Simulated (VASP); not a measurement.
```xyz
2
Lattice="1.6050 -2.7799 0.0000 1.6050 2.7799 0.0000 0.0000 0.0000 5.2100" Properties=species:S:1:pos:R:3 pbc="T T T"
Mg     1.6050     0.9266     1.3025
Mg     1.6050    -0.9266     3.9075
```

The base run (VASP): PBE GGA, plane waves, VASP's PBE PAW potentials (set 64). Settings: 400 eV cut-off, 12×12×7 Γ-centred mesh, first-order Methfessel-Paxton smearing of 0.10 eV, potentials Mg.

One setting is varied; ΔE counts from the base run. The base run took about 5 core-seconds. Times come from single runs on busy shared machines, so they are rough: good to a factor of about 2.

Pressures at a finite cut-off, here 400 eV, hold a Pulay part, which wasn't tested here.

```json
[
 {"setting": "base run", "cost over the base run": "reference", "electronic steps": "10", "ΔE (meV/atom)": "0.0", "pressure (GPa)": "-0.62"},
 {"setting": "ISYM = 1", "cost over the base run": "within a factor of 2", "electronic steps": "10", "ΔE (meV/atom)": "0.0", "pressure (GPa)": "-0.62"},
 {"setting": "SYMPREC = 1E-3", "cost over the base run": "within a factor of 2", "electronic steps": "10", "ΔE (meV/atom)": "0.0", "pressure (GPa)": "-0.62"},
 {"setting": "ISYM = 0", "cost over the base run": "about 4 times", "electronic steps": "10", "ΔE (meV/atom)": "0.0", "pressure (GPa)": "-0.62"},
 {"setting": "ISYM = -1", "cost over the base run": "about 8 times", "electronic steps": "10", "ΔE (meV/atom)": "0.0", "pressure (GPa)": "-0.62"}
]
```

Left out are runs that failed, have no time on record or changed the cell.

The compound is Mg in the hcp structure. The cell was not relaxed at this level.
